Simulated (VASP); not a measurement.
Consider the following.

```xyz
2
Lattice="4.1200 0.0000 0.0000 0.0000 4.1200 0.0000 0.0000 0.0000 4.1200" Properties=species:S:1:pos:R:3 pbc="T T T"
Cs     0.0000     0.0000     0.0000
Cl     2.0600     2.0600     2.0600
```

These are PBE GGA with D4 dispersion, VASP's PBE PAW potentials (set 64) (plane waves; VASP) values and carry that method's errors. Settings: 520 eV cut-off, 6×6×6 Γ-centred mesh, Gaussian smearing of 0.050 eV, potentials Cs_sv Cl.

Energy and stress use the plane-wave basis of the starting cell.

**Question.** The ions, cell shape and volume are relaxed. Predict the relaxed structure.

**Answer.** 
```xyz
2
Lattice="4.1523 0.0000 0.0000 0.0000 4.1523 0.0000 0.0000 0.0000 4.1523" Properties=species:S:1:pos:R:3 pbc="T T T"
Cs     0.0000     0.0000     0.0000
Cl     2.0761     2.0761     2.0761
```
Space group Pm-3m (221), at a tolerance of 0.03 Å.

**Question.** How do energy and volume change from the first to the last step?

**Answer.** The energy (σ→0) changes by -1.1 meV/atom and the volume by +2.4 %, in 3 ionic steps.

The compound is CsCl in the CsCl type structure. This run relaxes it. Symmetry was kept, so distortions that lower it aren't found.
